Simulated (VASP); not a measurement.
Consider the following.

```
C
1.0
    1.24062    -2.14882     0.00000
    1.24062     2.14882     0.00000
    0.00000     0.00000     6.71432
C
4
Direct
  0.00000   0.00000   0.25000
  0.00000   0.00000   0.75000
  0.33333   0.66667   0.25000
  0.66667   0.33333   0.75000
```

All values below come from r2SCAN+rVV10, VASP's PBE PAW potentials (set 64) (plane waves; VASP 6.6.1). Settings: 520 eV cut-off, 10×10×4 Γ-centred mesh, Gaussian smearing of 0.050 eV, potentials C.

Question: The ions and cell shape at fixed volume are relaxed. What does this cell relax into?

Answer: 
```
C
1.0
    1.22952    -2.12958     0.00000
    1.22952     2.12958     0.00000
    0.00000     0.00000     6.83617
C
4
Cartesian
  0.00000   0.00000   1.70904
  0.00000   0.00000   5.12713
  1.22952   0.70986   1.70904
  1.22952  -0.70986   5.12713
```
Space group P6_3/mmc (194), at a tolerance of 0.03 Å.

Question: How much energy does the relaxation gain?

Answer: The energy (σ→0) changes by -6.0 meV/atom, in 3 ionic steps.

The compound is C in the graphite structure. This cell is one point of a volume scan, at 1.03 of the reference volume. Symmetry was kept, so distortions that lower it aren't found.
